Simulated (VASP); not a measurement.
Here is the system:

```xyz
2
Lattice="0.0000 2.9368 2.9368 2.9368 0.0000 2.9368 2.9368 2.9368 0.0000" Properties=species:S:1:pos:R:3 pbc="T T T"
Cd     0.1000     0.0000     0.0000
S      1.4684     1.4684     1.4684
```

These are r2SCAN meta-GGA, VASP's PBE PAW potentials (set 64) (plane waves; VASP) values and carry that method's errors. Run with 480 eV cut-off, 8×8×8 Γ-centred mesh, Gaussian smearing of 0.050 eV, potentials Cd S.

Give the force on each atom (eV/Å).

```json
[
 {"atom": "Cd1", "Fx": "-0.489", "Fy": "0.000", "Fz": "0.000"},
 {"atom": "S2", "Fx": "0.489", "Fy": "0.000", "Fz": "0.000"}
]
```

Give the stress tensor in GPa (positive for a compressed cell).

```
0.44  0.00  0.00
0.00  0.74  2.08
0.00  2.08  0.74
```
The pressure is its mean diagonal, 0.64 GPa.

The compound is CdS in the zinc blende structure, a metastable form; wurtzite is the usual one. This cell was strained or had an atom moved on purpose.
